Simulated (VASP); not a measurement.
Method: PBE GGA, VASP's PBE PAW potentials (set 64) (plane waves; VASP).

VASP ran on this input.

### KPOINTS
```
Automatic mesh
0
Gamma
4 4 6
0 0 0
```

### INCAR
```
! general
SYSTEM  = SnO2
PREC    = Accurate
ENCUT   = 480
LREAL   = .False.   ! projection in real space or not
LASPH   = .True.   ! aspherical one-centre terms

! electronic loop
EDIFF   = 1E-6
NELM    = 100   ! most electronic steps
ALGO    = Normal   ! blocked Davidson
LMAXMIX = 4   ! l cut-off of mixed one-centre charges

! smearing
ISMEAR  = 0
SIGMA   = 0.05   ! width (eV)

! functional
GGA     = PE   ! PBE

! ions
IBRION  = 2   ! conjugate gradients
NSW     = 60   ! most ionic steps
ISIF    = 3   ! ions, shape and volume
EDIFFG  = -0.02   ! ionic stop

! output
LWAVE   = .False.
LCHARG  = .False.
```

POSCAR:
```
SnO2
1.0
  4.8162120634   0.0000000000   0.0000000000
  0.0000000000   4.8162120634   0.0000000000
  0.0000000000   0.0000000000   3.2403612118
Sn O
2 4
direct
  1.0000000000   0.0000000000   0.0000000000
  0.5000000000   0.5000000000   0.5000000000
  0.3065030834   0.3065030834   1.0000000000
  0.8065030834   0.1934969166   0.5000000000
  0.1934969166   0.8065030834   0.5000000000
  0.6934969166   0.6934969166   0.0000000000
```

POTCAR, in this order: Sn O (PBE.64 set). Program: vasp_std.

Output

### OUTCAR
```
 ion  position               nearest neighbor table
   1  0.000  0.000  0.000-   3 2.09   6 2.09   5 2.09   4 2.09   4 2.09   5 2.09
   2  0.500  0.500  0.500-   4 2.09   5 2.09   3 2.09   6 2.09   3 2.09   6 2.09
   3  0.307  0.307  0.000-   1 2.09   2 2.09   2 2.09
   4  0.807  0.193  0.500-   2 2.09   1 2.09   1 2.09
   5  0.193  0.807  0.500-   2 2.09   1 2.09   1 2.09
   6  0.693  0.693  0.000-   1 2.09   2 2.09   2 2.09
  LATTYP: Found a simple tetragonal cell.
 ALAT       =     4.8162120634
 C/A-ratio  =     0.6728028519
 Subroutine PRICEL returns:
 Original cell was already a primitive cell.
 Subroutine GETGRP returns: Found 16 space group operations
The static configuration has the point symmetry D_2h.
 The point group associated with its full space group is D_4h.
The dynamic configuration has the point symmetry D_2h.
 Subroutine INISYM returns: Found 16 space group operations
 Subroutine IBZKPT returns following result:
 Found     24 irreducible k-points:

 Following reciprocal coordinates:
            Coordinates               Weight
  0.000000  0.000000  0.000000      1.000000
  0.250000  0.000000  0.000000      4.000000
  0.500000  0.000000  0.000000      2.000000
  0.250000  0.250000  0.000000      4.000000
  0.500000  0.250000  0.000000      4.000000
  0.500000  0.500000  0.000000      1.000000
  0.000000  0.000000  0.166667      2.000000
  0.250000  0.000000  0.166667      8.000000
  0.500000  0.000000  0.166667      4.000000
  0.250000  0.250000  0.166667      8.000000
  0.500000  0.250000  0.166667      8.000000
  0.500000  0.500000  0.166667      2.000000
  0.000000  0.000000  0.333333      2.000000
  0.250000  0.000000  0.333333      8.000000
  0.500000  0.000000  0.333333      4.000000
  0.250000  0.250000  0.333333      8.000000
  0.500000  0.250000  0.333333      8.000000
  0.500000  0.500000  0.333333      2.000000
...
```

OSZICAR:
```
       N       E                     dE             d eps       ncg     rms          rms(c)
DAV:   1     0.166913269024E+03    0.16691E+03   -0.15910E+04   968   0.136E+03
DAV:   2    -0.341668902070E+02   -0.20108E+03   -0.19347E+03  1312   0.293E+02
DAV:   3    -0.439557706338E+02   -0.97889E+01   -0.97146E+01  1144   0.704E+01
DAV:   4    -0.440688518810E+02   -0.11308E+00   -0.11282E+00  1104   0.801E+00
DAV:   5    -0.440712510694E+02   -0.23992E-02   -0.23986E-02  1116   0.108E+00    0.161E+01
DAV:   6    -0.377998485143E+02    0.62714E+01   -0.29199E+01  1052   0.349E+01    0.613E+00
DAV:   7    -0.376488836230E+02    0.15096E+00   -0.64512E-01  1048   0.631E+00    0.326E+00
DAV:   8    -0.375494880151E+02    0.99396E-01   -0.11948E-01  1084   0.330E+00    0.319E-01
DAV:   9    -0.375482857708E+02    0.12022E-02   -0.12229E-02  1188   0.735E-01    0.158E-01
DAV:  10    -0.375487487041E+02   -0.46293E-03   -0.72572E-04  1052   0.199E-01    0.250E-02
DAV:  11    -0.375487598362E+02   -0.11132E-04   -0.62889E-05  1120   0.563E-02    0.851E-03
DAV:  12    -0.375487570919E+02    0.27442E-05   -0.57884E-06  1064   0.186E-02    0.161E-03
DAV:  13    -0.375487571063E+02   -0.14392E-07   -0.37554E-07   572   0.457E-03
   1 F= -.37548757E+02 E0= -.37548757E+02  d E =-.375488E+02
       N       E                     dE             d eps       ncg     rms          rms(c)
DAV:   1    -0.375545053681E+02   -0.57483E-02   -0.13955E-01  1036   0.322E+00    0.570E-01
DAV:   2    -0.375491271868E+02    0.53782E-02   -0.24047E-02  1028   0.112E+00    0.980E-02
DAV:   3    -0.375489561299E+02    0.17106E-03   -0.48954E-04  1032   0.172E-01    0.579E-02
DAV:   4    -0.375488491969E+02    0.10693E-03   -0.13968E-04  1080   0.831E-02    0.119E-02
DAV:   5    -0.375488465218E+02    0.26752E-05   -0.11386E-05  1084   0.235E-02    0.472E-03
DAV:   6    -0.375488453069E+02    0.12149E-05   -0.23314E-06   592   0.107E-02    0.195E-03
DAV:   7    -0.375488451696E+02    0.13727E-06   -0.23358E-07   504   0.383E-03
   2 F= -.37548845E+02 E0= -.37548845E+02  d E =-.880633E-04
       N       E                     dE             d eps       ncg     rms          rms(c)
DAV:   1    -0.375503768472E+02   -0.15315E-02   -0.31168E-02  1028   0.152E+00    0.269E-01
DAV:   2    -0.375491918940E+02    0.11850E-02   -0.53523E-03  1020   0.528E-01    0.466E-02
DAV:   3    -0.375491558815E+02    0.36012E-04   -0.10951E-04  1016   0.814E-02    0.274E-02
DAV:   4    -0.375491364277E+02    0.19454E-04   -0.30893E-05  1084   0.391E-02    0.558E-03
DAV:   5    -0.375491364166E+02    0.11174E-07   -0.22967E-06   716   0.110E-02
   3 F= -.37549136E+02 E0= -.37549136E+02  d E =-.379310E-03
       N       E                     dE             d eps       ncg     rms          rms(c)
DAV:   1    -0.375494013282E+02   -0.26490E-03   -0.19497E-02   968   0.119E+00    0.925E-02
DAV:   2    -0.375493194032E+02    0.81925E-04   -0.37808E-04  1140   0.149E-01    0.510E-02
DAV:   3    -0.375492631369E+02    0.56266E-04   -0.65072E-05  1096   0.713E-02    0.501E-03
DAV:   4    -0.375492635749E+02   -0.43796E-06   -0.79817E-06  1052   0.213E-02
   4 F= -.37549264E+02 E0= -.37549264E+02  d E =-.127158E-03
```

File OUTCAR:
```
------------------------ aborting loop because EDIFF is reached ----------------------------------------
  FORCE on cell =-STRESS in cart. coord.  units (eV):
  Direction    XX          YY          ZZ          XY          YZ          ZX
  --------------------------------------------------------------------------------------
  Total        0.0118014      0.0118014     -0.0141175      0.0000000      0.0000000      0.0000000
  in kB        0.2508272      0.2508272     -0.3000528      0.0000000      0.0000000      0.0000000
  external PRESSURE =       0.0672005 kB  Pullay stress =       0.0000000 kB
  volume of cell :       75.38
      direct lattice vectors                 reciprocal lattice vectors
     4.824911816  0.000000000  0.000000000     0.207257674 -0.000000000  0.000000000
     0.000000000  4.824911816  0.000000000    -0.000000000  0.207257674  0.000000000
     0.000000000  0.000000000  3.238101935     0.000000000  0.000000000  0.308822891
 POSITION                                       TOTAL-FORCE (eV/Angst)
 -----------------------------------------------------------------------------------
      0.00000      0.00000      0.00000         0.000000     -0.000000     -0.000000
      2.41246      2.41246      1.61905         0.000000     -0.000000     -0.000000
      1.47895      1.47895      3.23810        -0.001981     -0.001981     -0.000000
      3.89141      0.93350      1.61905        -0.001981      0.001981     -0.000000
      0.93350      3.89141      1.61905         0.001981     -0.001981     -0.000000
      3.34596      3.34596      0.00000         0.001981      0.001981      0.000000
 -----------------------------------------------------------------------------------
    total drift:                                0.000000      0.000000     -0.000000
  FREE ENERGIE OF THE ION-ELECTRON SYSTEM (eV)
  ---------------------------------------------------
  free  energy   TOTEN  =       -37.5492635749 eV

  energy  without entropy=      -37.5492635749  energy(sigma->0) =      -37.54926357

 reached required accuracy - stopping structural energy minimisation
```
(Selected blocks of OUTCAR.)

File CONTCAR:
```
SnO2
   1.00000000000000
     4.8249118155698962    0.0000000000000000    0.0000000000000000
     0.0000000000000000    4.8249118155698962    0.0000000000000000
     0.0000000000000000    0.0000000000000000    3.2381019351433618
  Sn              O
     2     4
Direct
     0.0000000000000000    0.0000000000000000    0.0000000000000000
     0.5000000000000000    0.5000000000000000    0.5000000000000000
     0.3065244095323469    0.3065244095323469    1.0000000000000000
     0.8065244095323469    0.1934755904676530    0.5000000000000000
     0.1934755904676530    0.8065244095323469    0.5000000000000000
     0.6934755904676531    0.6934755904676531    0.0000000000000000
```

The compound is SnO2 in the rutile structure. This run relaxes it. Symmetry was kept, so distortions that lower it aren't found. The start is the result of an earlier pass.
